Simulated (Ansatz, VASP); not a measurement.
**One calculation of BeAs, two programs**

```xyz
2
Lattice="1.7076 0.9859 2.7872 -1.7076 0.9859 2.7872 0.0000 -1.9717 2.7872" Properties=species:S:1:pos:R:3 pbc="T T T"
Be    0.0000    0.0000    4.1808
As    0.0000    0.0000    0.0000
```

Alike in both runs: functional PBE; k mesh 21 × 21 × 21; occupations gaussian, width 0.1 eV; no spin polarisation.

Ansatz relaxed the structure, and its values are those at the end. VASP's run is a single point on that final structure, the one shown.

|  | VASP | Ansatz |
| --- | --- | --- |
| version | VASP 6.6.1 | Ansatz 0.2.0 |
| potentials or method | VASP PAW PBE potentials, release 64 (Be, As) | scalar-relativistic, plane waves, PAW |
| plane-wave cutoff (eV) | 520 | 420 |
| valence electrons in the cell | 7 | 17 |

|  | VASP | Ansatz | Ansatz less VASP |
| --- | --- | --- | --- |
| gap on the k mesh at the Fermi level (eV) | none | none | - |
| pressure (GPa) | 0.2 | 0.0 | -0.24 |

A gap of «none» marks a metal or a gap that the smearing closes. With one functional, cell and mesh, what is left measures potentials, basis and numerics. The two sets of potentials don't hold the same shells in valence.
